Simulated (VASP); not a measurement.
Computed with SCAN meta-GGA, VASP's PBE PAW potentials (set 64) (plane waves; VASP 6.6.1).

A VASP calculation is set up with these files.

### INCAR
```
SYSTEM = CeO2
PREC = Accurate
ENCUT = 520
EDIFF = 1E-7
NELM = 100
ALGO = Normal
LREAL = .FALSE.
LASPH = .TRUE.
ISMEAR = 0
SIGMA = 0.05
METAGGA = SCAN
LMIXTAU = .TRUE.
LMAXMIX = 6
LWAVE = .FALSE.
LCHARG = .FALSE.
ISIF = 2
```

### KPOINTS
```
Automatic mesh
0
Gamma
7 7 7
0 0 0
```

### POSCAR
```
CeO2
1.0
  0.0000000000   2.7102907631   2.7102907631
  2.7102907631   0.0000000000   2.7102907631
  2.7102907631   2.7102907631   0.0000000000
Ce O
1 2
Direct
  0.0000000000   0.0000000000   0.0000000000
  0.2500000000   0.2500000000   0.2500000000
  0.7500000000   0.7500000000   0.7500000000
```

POTCAR, in this order: Ce O (PBE.64 set). Program: vasp_std.

What VASP printed:

OSZICAR:
```
       N       E                     dE             d eps       ncg     rms          rms(c)
DAV:   1     0.198736431803E+03    0.19874E+03   -0.12139E+04   648   0.203E+03
DAV:   2    -0.420151946951E+02   -0.24075E+03   -0.23343E+03   992   0.326E+02
DAV:   3    -0.807038759328E+02   -0.38689E+02   -0.34539E+02   824   0.157E+02
DAV:   4    -0.823065403115E+02   -0.16027E+01   -0.16024E+01   992   0.329E+01
DAV:   5    -0.823796528216E+02   -0.73113E-01   -0.73108E-01  1088   0.666E+00    0.314E+01
DAV:   6    -0.685537866896E+02    0.13826E+02   -0.46597E+01   920   0.520E+01    0.112E+01
DAV:   7    -0.686811966506E+02   -0.12741E+00   -0.19634E+01   936   0.494E+01    0.157E+01
DAV:   8    -0.688687111916E+02   -0.18751E+00   -0.11084E+01   976   0.303E+01    0.929E+00
DAV:   9    -0.684244399874E+02    0.44427E+00   -0.10579E+01  1016   0.342E+01    0.361E+00
DAV:  10    -0.684312263785E+02   -0.67864E-02   -0.60028E-01   928   0.858E+00    0.441E-01
DAV:  11    -0.684489546717E+02   -0.17728E-01   -0.96282E-02   880   0.312E+00    0.286E-01
DAV:  12    -0.684379304518E+02    0.11024E-01   -0.36399E-02   808   0.252E+00    0.840E-01
DAV:  13    -0.684642827935E+02   -0.26352E-01   -0.19541E-02   848   0.184E+00    0.437E-01
DAV:  14    -0.684645621721E+02   -0.27938E-03   -0.56535E-03   880   0.975E-01    0.172E-01
DAV:  15    -0.684650812655E+02   -0.51909E-03   -0.14377E-03  1000   0.453E-01    0.607E-02
DAV:  16    -0.684651353213E+02   -0.54056E-04   -0.31713E-04  1056   0.182E-01    0.951E-02
DAV:  17    -0.684650912931E+02    0.44028E-04   -0.22782E-04  1048   0.169E-01    0.264E-02
DAV:  18    -0.684650892719E+02    0.20213E-05   -0.28972E-05   952   0.616E-02    0.698E-03
DAV:  19    -0.684650905208E+02   -0.12489E-05   -0.14479E-06  1016   0.112E-02    0.703E-03
DAV:  20    -0.684650917418E+02   -0.12210E-05   -0.56393E-07  1016   0.880E-03    0.771E-03
DAV:  21    -0.684650894052E+02    0.23366E-05   -0.79570E-06   976   0.306E-02    0.272E-03
DAV:  22    -0.684650887401E+02    0.66509E-06   -0.15365E-07   504   0.469E-03    0.208E-03
DAV:  23    -0.684650887445E+02   -0.43415E-08   -0.57405E-08   424   0.323E-03
   1 F= -.68465089E+02 E0= -.68465089E+02  d E =-.303989E-21
```

OUTCAR:
```
------------------------ aborting loop because EDIFF is reached ----------------------------------------
  FORCE on cell =-STRESS in cart. coord.  units (eV):
  Direction    XX          YY          ZZ          XY          YZ          ZX
  --------------------------------------------------------------------------------------
  Total        0.0196127      0.0196127      0.0196127     -0.0000000     -0.0000000      0.0000000
  in kB        0.7891684      0.7891684      0.7891684     -0.0000000     -0.0000000      0.0000000
  external PRESSURE =       0.7891684 kB  Pullay stress =       0.0000000 kB
  volume of cell :       39.82
      direct lattice vectors                 reciprocal lattice vectors
     0.000000000  2.710290763  2.710290763    -0.184482051  0.184482051  0.184482051
     2.710290763  0.000000000  2.710290763     0.184482051 -0.184482051  0.184482051
     2.710290763  2.710290763  0.000000000     0.184482051  0.184482051 -0.184482051
 POSITION                                       TOTAL-FORCE (eV/Angst)
 -----------------------------------------------------------------------------------
      0.00000      0.00000      0.00000         0.000000     -0.000000      0.000000
      1.35515      1.35515      1.35515         0.000000      0.000000     -0.000000
      4.06544      4.06544      4.06544        -0.000000     -0.000000      0.000000
 -----------------------------------------------------------------------------------
    total drift:                                0.000000     -0.000000      0.000000
  FREE ENERGIE OF THE ION-ELECTRON SYSTEM (eV)
  ---------------------------------------------------
  free  energy   TOTEN  =       -68.4650887445 eV

  energy  without entropy=      -68.4650887445  energy(sigma->0) =      -68.46508874
```
(Selected blocks of OUTCAR.)

File OUTCAR:
```
 val. band max:        5.0064826025   @ k =  -0.2857   0.2857   0.0000

 cond. band min:       7.2715959149   @ k =  -0.4286   0.1429   0.0000


 Fermi energy:         5.3329183863

 k-point     1 :       0.0000    0.0000    0.0000
  band No.  band energies     occupation
      1     -28.6116      2.00000
      2     -12.3691      2.00000
      3     -11.4599      2.00000
      4     -10.1938      2.00000
      5     -10.1938      2.00000
      6     -10.1935      2.00000
      7       1.0931      2.00000
      8       1.0932      2.00000
      9       1.0932      2.00000
     10       4.4024      2.00000
     11       4.4024      2.00000
     12       4.4025      2.00000
     13       7.6440      0.00000
     14       7.6450      0.00000
     15       7.6451      0.00000
     16       7.8740      0.00000

 k-point     2 :       0.1429    0.0000    0.0000
  band No.  band energies     occupation
      1     -28.5723      2.00000
      2     -12.9386      2.00000
      3     -11.6101      2.00000
      4     -10.2404      2.00000
      5     -10.2402      2.00000
      6      -9.5957      2.00000
      7       1.2801      2.00000
      8       1.2801      2.00000
      9       1.5994      2.00000
     10       4.2222      2.00000
     11       4.3299      2.00000
     12       4.3300      2.00000
     13       7.6225      0.00000
     14       7.6233      0.00000
     15       7.6465      0.00000
     16       7.8990      0.00000

 k-point     3 :       0.2857    0.0000    0.0000
  band No.  band energies     occupation
      1     -28.4823      2.00000
      2     -13.7832      2.00000
      3     -11.9584      2.00000
      4     -10.3418      2.00000
      5     -10.3417      2.00000
      6      -8.6236      2.00000
      7       1.6788      2.00000
      8       1.6789      2.00000
      9       2.7025      2.00000
     10       3.9463      2.00000
     11       4.2181      2.00000
     12       4.2182      2.00000
     13       7.5434      0.00000
...
```

The compound is CeO2 in the fluorite structure. It was relaxed first. The run is not spin-polarised, so no magnetic state was tried.
